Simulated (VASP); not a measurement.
All values below come from LDA (Ceperley-Alder, Perdew-Zunger), VASP's LDA PAW potentials (set 64) (plane waves; VASP).

VASP input:

File KPOINTS:
```
k-points along high-symmetry lines
10
Line-mode
Reciprocal
  0.000000   0.000000   0.000000 ! GAMMA
  0.500000   0.000000   0.000000 ! M

  0.500000   0.000000   0.000000 ! M
  0.333333   0.333333   0.000000 ! K

  0.333333   0.333333   0.000000 ! K
  0.000000   0.000000   0.000000 ! GAMMA

  0.000000   0.000000   0.000000 ! GAMMA
  0.000000   0.000000   0.500000 ! A

  0.000000   0.000000   0.500000 ! A
  0.500000   0.000000   0.500000 ! L

  0.500000   0.000000   0.500000 ! L
  0.333333   0.333333   0.500000 ! H

  0.333333   0.333333   0.500000 ! H
  0.000000   0.000000   0.500000 ! A

  0.500000   0.000000   0.500000 ! L
  0.500000   0.000000   0.000000 ! M

  0.333333   0.333333   0.500000 ! H
  0.333333   0.333333   0.000000 ! K
```

INCAR:
```
SYSTEM = C
PREC = Accurate
ENCUT = 520
EDIFF = 1E-7
NELM = 100
ALGO = Normal
LREAL = .FALSE.
LASPH = .TRUE.
ISMEAR = 0
SIGMA = 0.05
LWAVE = .FALSE.
LCHARG = .FALSE.
LORBIT = 11
ICHARG = 11
```

### POSCAR
```
C
1
    2.4469963674     0.0000000000    -0.0000000000
   -1.2234981837     2.1191613316     0.0000000000
    0.0000000000     0.0000000000    19.9963297107
C
2
Direct
  0.6666670000   0.3333330000   0.0000000000
  0.3333330000   0.6666670000   1.0000000000
```

POTCAR, in this order: C (LDA.64 set). Program: vasp_std. Read from the step before: CHGCAR.

Output of the run:

File OUTCAR:
```
 ion  position               nearest neighbor table
   1  0.667  0.333  0.000-   2 1.41   2 1.41   2 1.41
   2  0.333  0.667  0.000-   1 1.41   1 1.41   1 1.41
  LATTYP: Found a hexagonal cell.
 ALAT       =     2.4469963674
 C/A-ratio  =     8.1717856132
 Subroutine PRICEL returns:
 Original cell was already a primitive cell.
 Subroutine GETGRP returns: Found 24 space group operations
The static configuration has the point symmetry D_6h.
The dynamic configuration has the point symmetry D_6h.
 Subroutine INISYM returns: Found 24 space group operations
   k-points           NKPTS =     90   k-points in BZ     NKDIM =     90   number of bands    NBANDS=      8
   number of dos      NEDOS =    301   number of ions     NIONS =      2
   total plane-waves  NPLWV =  48600
   dimension x,y,z NGX =    18 NGY =   18 NGZ =  150
   dimension x,y,z NGXF=    36 NGYF=   36 NGZF=  300
   ions per type =               2
   PREC   = accura    normal or accurate (medium, high low for compatibility)
   ISTART =      0    job   : 0-new  1-cont  2-samecut
   ICHARG =     11    charge: 1-file 2-atom 10-const
   ISPIN  =      1    spin polarized calculation?
   LNONCOLLINEAR =      F non collinear calculations
   LSORBIT =      F    spin-orbit coupling
   INIWAV =      1    electr: 0-lowe 1-rand  2-diag
   ENCUT  =  520.0 eV  38.22 Ry    6.18 a.u.   4.55  4.55 37.18*2*pi/ulx,y,z
   NELM   =    100;   NELMIN=  2; NELMDL= -5     # of ELM steps
   EDIFF  = 0.1E-06   stopping-criterion for ELM
   LREAL  =      F    real-space projection
   NLSPLINE    = F    spline interpolate recip. space projectors
   LMAXMIX     =    2 max onsite mixed and CHGCAR
   VOSKOWN=      0    Vosko Wilk Nusair interpolation
   EDIFFG = 0.1E-05   stopping-criterion for IOM
   NSW    =      0    number of steps for IOM
   NBLOCK =      1;   KBLOCK =      1    inner block; outer block
   IBRION =     -1    ionic relax: 0-MD 1-quasi-New 2-CG
   NFREE  =      0    steps in history (QN), initial steepest desc. (CG)
   ISIF   =      2    stress and relaxation
   ISYM   =      2    0-nonsym 1-usesym 2-fastsym
   TEIN   =    0.0    initial temperature
   TEBEG  =    0.0;   TEEND  =   0.0 temperature during run
   SMASS  =  -3.00    Nose mass-parameter (am)
   PSTRESS=    0.0 pullay stress
   NELECT =       8.0000    total number of electrons
   EFERMI =   0.00;   METHOD = LEGACY
   ISMEAR =     0;   SIGMA  =   0.05  broadening in eV -4-tet -1-fermi 0-gaus
   IALGO  =     38    algorithm
   LDIAG  =      T    sub-space diagonalisation (order eigenvalues)
   IMIX   =      4    mixing-type and parameters
     AMIX     =   0.40;   BMIX     =  1.00
     AMIX_MAG =   1.60;   BMIX_MAG =  1.00
     AMIN     =   0.10
   GGA     = CA    functional components
   VOSKOWN =     0    Vosko Wilk Nusair interpolation
   LHFCALC =     F    Hartree Fock is set to
   LHFONE  =     F    Hartree Fock one center treatment
   AEXX    =    0.0000 exact exchange contribution
   IVDW    =     0    specifies the selected vdW correction
   LEPSILON=     F    determine dielectric tensor
   LRPA    =     F    only Hartree local field effects (RPA)
  energy-cutoff  :      520.00
  volume of cell :      103.69
      direct lattice vectors                 reciprocal lattice vectors
     2.446996367  0.000000000  0.000000000     0.408664276  0.235942395  0.000000000
    -1.223498184  2.119161332  0.000000000     0.000000000  0.471884790  0.000000000
     0.000000000  0.000000000 19.996329711     0.000000000  0.000000000  0.050009177
 k-point     1 :   0.0000 0.0000 0.0000  plane waves:    2805
 k-point     2 :   0.0556 0.0000 0.0000  plane waves:    2811
 k-point     3 :   0.1111 0.0000 0.0000  plane waves:    2818
 k-point     4 :   0.1667 0.0000 0.0000  plane waves:    2834
 k-point     5 :   0.2222 0.0000 0.0000  plane waves:    2834
 k-point     6 :   0.2778 0.0000 0.0000  plane waves:    2828
 k-point     7 :   0.3333 0.0000 0.0000  plane waves:    2798
 k-point     8 :   0.3889 0.0000 0.0000  plane waves:    2774
 k-point     9 :   0.4444 0.0000 0.0000  plane waves:    2778
...
```

OSZICAR:
```
       N       E                     dE             d eps       ncg     rms          rms(c)
DAV:   1     0.351329790060E+02    0.35133E+02   -0.29440E+03  1440   0.677E+02
DAV:   2    -0.148398652763E+02   -0.49973E+02   -0.37425E+02  2288   0.936E+01
DAV:   3    -0.182999770880E+02   -0.34601E+01   -0.31786E+01  1880   0.400E+01
DAV:   4    -0.183336868293E+02   -0.33710E-01   -0.33671E-01  2288   0.399E+00
DAV:   5    -0.183341411212E+02   -0.45429E-03   -0.45429E-03  2224   0.265E-01
DAV:   6    -0.183341604291E+02   -0.19308E-04   -0.19308E-04  2456   0.371E-02
DAV:   7    -0.183341615239E+02   -0.10948E-05   -0.10950E-05  2288   0.539E-03
DAV:   8    -0.183341615923E+02   -0.68343E-07   -0.68521E-07  2136   0.721E-04
   1 F= -.18334162E+02 E0= -.18329773E+02  d E =-.877628E-02
```

OUTCAR:
```
 val. band max:       -2.9350468981   @ k =   0.3333   0.3333   0.3889

 cond. band min:      -2.9350221376   @ k =   0.3333   0.3333   0.5000



 k-point     1 :       0.0000    0.0000    0.0000
  band No.  band energies     occupation
      1     -22.4189      2.00000
      2     -10.7318      2.00000
      3      -5.9643      2.00000
      4      -5.9642      2.00000
      5       0.4034      0.00000
      6       1.3720      0.00000
      7       1.7190      0.00000
      8       2.6180      0.00000

 k-point     2 :       0.0556    0.0000    0.0000
  band No.  band energies     occupation
      1     -22.3454      2.00000
      2     -10.6428      2.00000
      3      -6.2566      2.00000
      4      -6.1241      2.00000
      5       0.5030      0.00000
      6       1.4735      0.00000
      7       1.8220      0.00000
      8       2.7200      0.00000

 k-point     3 :       0.1111    0.0000    0.0000
  band No.  band energies     occupation
      1     -22.1253      2.00000
      2     -10.3768      2.00000
      3      -7.0624      2.00000
      4      -6.5485      2.00000
      5       0.8022      0.00000
      6       1.7778      0.00000
      7       2.1312      0.00000
      8       3.0257      0.00000

 k-point     4 :       0.1667    0.0000    0.0000
  band No.  band energies     occupation
      1     -21.7597      2.00000
      2      -9.9370      2.00000
      3      -8.2252      2.00000
      4      -7.1188      2.00000
      5       1.3009      0.00000
      6       2.2837      0.00000
      7       2.6466      0.00000
      8       3.5341      0.00000

 k-point     5 :       0.2222    0.0000    0.0000
  band No.  band energies     occupation
      1     -21.2503      2.00000
      2      -9.5923      2.00000
      3      -9.3296      2.00000
      4      -7.7243      2.00000
      5       1.9981      0.00000
      6       2.9863      0.00000
      7       3.3680      0.00000
      8       4.2374      0.00000
...
```

The density is held fixed in this step, so its total energy and stress have no physical meaning. The cell holds a wide vacuum, so values per volume refer to the whole cell.

The cell is a sheet with vacuum, built from a database entry that may be metastable or hypothetical.
